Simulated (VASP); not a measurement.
Computed with optB86b-vdW, VASP's PBE PAW potentials (set 64) (plane waves; VASP 6.6.1).

The input files of a VASP run:

KPOINTS:
```
Automatic mesh
0
Gamma
5 5 5
0 0 0
```

### POSCAR
```
BaHfO3
1
    4.0908716024     0.0000000000     0.0000000000
    0.0000000000     4.0908716024     0.0000000000
    0.0000000000     0.0000000000     4.0908716024
Ba Hf O
1 1 3
Direct
  0.0000000000   0.0000000000   0.0000000000
  0.5000000000   0.5000000000   0.5000000000
  0.5000000000   0.0000000000   0.5000000000
  0.0000000000   0.5000000000   0.5000000000
  0.5000000000   0.5000000000   0.0000000000
```

### INCAR
```
SYSTEM = BaHfO3
PREC = Accurate
ENCUT = 520
EDIFF = 1E-7
NELM = 100
ALGO = Normal
LREAL = .FALSE.
LASPH = .TRUE.
ISMEAR = 0
SIGMA = 0.05
GGA = MK
PARAM1 = 0.1234
PARAM2 = 1.0
LUSE_VDW = .TRUE.
AGGAC = 0.0
LMAXMIX = 6
LWAVE = .FALSE.
LCHARG = .FALSE.
ISIF = 2
```

POTCAR, in this order: Ba_sv Hf_pv O (PBE.64 set). Program: vasp_std.

The resulting files:

OUTCAR:
```
 ion  position               nearest neighbor table
   1  0.000  0.000  0.000-   3 2.89   4 2.89   5 2.89   3 2.89   4 2.89   4 2.89   5 2.89   4 2.89
                             3 2.89   5 2.89   3 2.89   5 2.89   2 3.54   2 3.54   2 3.54   2 3.54
   2  0.500  0.500  0.500-   3 2.05   4 2.05   5 2.05   5 2.05   3 2.05   4 2.05   1 3.54   1 3.54
                             1 3.54   1 3.54   1 3.54   1 3.54   1 3.54   1 3.54
   3  0.500  0.000  0.500-   2 2.05   2 2.05   1 2.89   1 2.89   1 2.89   1 2.89
   4  0.000  0.500  0.500-   2 2.05   2 2.05   1 2.89   1 2.89   1 2.89   1 2.89
   5  0.500  0.500  0.000-   2 2.05   2 2.05   1 2.89   1 2.89   1 2.89   1 2.89
  LATTYP: Found a simple cubic cell.
 ALAT       =     4.0908716024
 Subroutine PRICEL returns:
 Original cell was already a primitive cell.
 Subroutine GETGRP returns: Found 48 space group operations
The static configuration has the point symmetry O_h .
The dynamic configuration has the point symmetry O_h .
 Subroutine INISYM returns: Found 48 space group operations
 Subroutine IBZKPT returns following result:
 Found     10 irreducible k-points:

 Following reciprocal coordinates:
            Coordinates               Weight
  0.000000  0.000000  0.000000      1.000000
  0.200000  0.000000  0.000000      6.000000
  0.400000  0.000000  0.000000      6.000000
  0.200000  0.200000  0.000000     12.000000
  0.400000  0.200000  0.000000     24.000000
  0.400000  0.400000  0.000000     12.000000
  0.200000  0.200000  0.200000      8.000000
  0.400000  0.200000  0.200000     24.000000
  0.400000  0.400000  0.200000     24.000000
  0.400000  0.400000  0.400000      8.000000
   k-points           NKPTS =     10   k-points in BZ     NKDIM =     10   number of bands    NBANDS=     23
   number of dos      NEDOS =    301   number of ions     NIONS =      5
   total plane-waves  NPLWV =  27000
   dimension x,y,z NGX =    30 NGY =   30 NGZ =   30
   dimension x,y,z NGXF=    60 NGYF=   60 NGZF=   60
   ions per type =               1   1   3
   PREC   = accura    normal or accurate (medium, high low for compatibility)
   ISTART =      0    job   : 0-new  1-cont  2-samecut
   ICHARG =      2    charge: 1-file 2-atom 10-const
...
```

**OSZICAR**
```
       N       E                     dE             d eps       ncg     rms          rms(c)
DAV:   1     0.238287785707E+03    0.23829E+03   -0.21457E+04   460   0.162E+03
DAV:   2    -0.309417114286E+02   -0.26923E+03   -0.26176E+03   627   0.350E+02
DAV:   3    -0.416447819486E+02   -0.10703E+02   -0.10692E+02   599   0.703E+01
DAV:   4    -0.418121131617E+02   -0.16733E+00   -0.16730E+00   651   0.786E+00
DAV:   5    -0.418144796037E+02   -0.23664E-02   -0.23664E-02   606   0.702E-01    0.682E+01
DAV:   6    -0.350152375564E+02    0.67992E+01   -0.40266E+01   509   0.390E+01    0.582E+01
DAV:   7    -0.349342418297E+02    0.80996E-01   -0.21666E+00   625   0.103E+01    0.340E+01
DAV:   8    -0.349230513312E+02    0.11190E-01   -0.19740E-01   567   0.412E+00    0.475E+00
DAV:   9    -0.349127419978E+02    0.10309E-01   -0.67864E-02   586   0.168E+00    0.177E+00
DAV:  10    -0.349124854592E+02    0.25654E-03   -0.87470E-03   573   0.651E-01    0.521E-01
DAV:  11    -0.349123875109E+02    0.97948E-04   -0.65061E-04   565   0.183E-01    0.118E-01
DAV:  12    -0.349124131390E+02   -0.25628E-04   -0.63422E-05   633   0.586E-02    0.138E-01
DAV:  13    -0.349124164845E+02   -0.33455E-05   -0.71179E-06   642   0.194E-02    0.638E-03
DAV:  14    -0.349124164719E+02    0.12537E-07   -0.40700E-07   586   0.456E-03
   1 F= -.34912416E+02 E0= -.34912416E+02  d E =-.402934E-15
```

**OUTCAR**
```
------------------------ aborting loop because EDIFF is reached ----------------------------------------
  FORCE on cell =-STRESS in cart. coord.  units (eV):
  Direction    XX          YY          ZZ          XY          YZ          ZX
  --------------------------------------------------------------------------------------
  Total        5.1374000      5.1374000      5.1374000      0.0000000      0.0000000     -0.0000000
  in kB      120.2282189    120.2282189    120.2282189      0.0000000      0.0000000     -0.0000000
  external PRESSURE =     120.2282189 kB  Pullay stress =       0.0000000 kB
  volume of cell :       68.46
      direct lattice vectors                 reciprocal lattice vectors
     4.090871602  0.000000000  0.000000000     0.244446685  0.000000000  0.000000000
     0.000000000  4.090871602  0.000000000     0.000000000  0.244446685  0.000000000
     0.000000000  0.000000000  4.090871602     0.000000000  0.000000000  0.244446685
 POSITION                                       TOTAL-FORCE (eV/Angst)
 -----------------------------------------------------------------------------------
      0.00000      0.00000      0.00000         0.000000      0.000000      0.000000
      2.04544      2.04544      2.04544         0.000000      0.000000      0.000000
      2.04544      0.00000      2.04544         0.000000      0.000000      0.000000
      0.00000      2.04544      2.04544         0.000000      0.000000      0.000000
      2.04544      2.04544      0.00000         0.000000      0.000000      0.000000
 -----------------------------------------------------------------------------------
    total drift:                                0.000000      0.000000     -0.000000
  FREE ENERGIE OF THE ION-ELECTRON SYSTEM (eV)
  ---------------------------------------------------
  free  energy   TOTEN  =       -34.9124164719 eV

  energy  without entropy=      -34.9124164719  energy(sigma->0) =      -34.91241647
```
(Selected blocks of OUTCAR.)

The compound is BaHfO3 in the cubic perovskite structure. This cell is one point of a volume scan, at 0.94 of the reference volume.
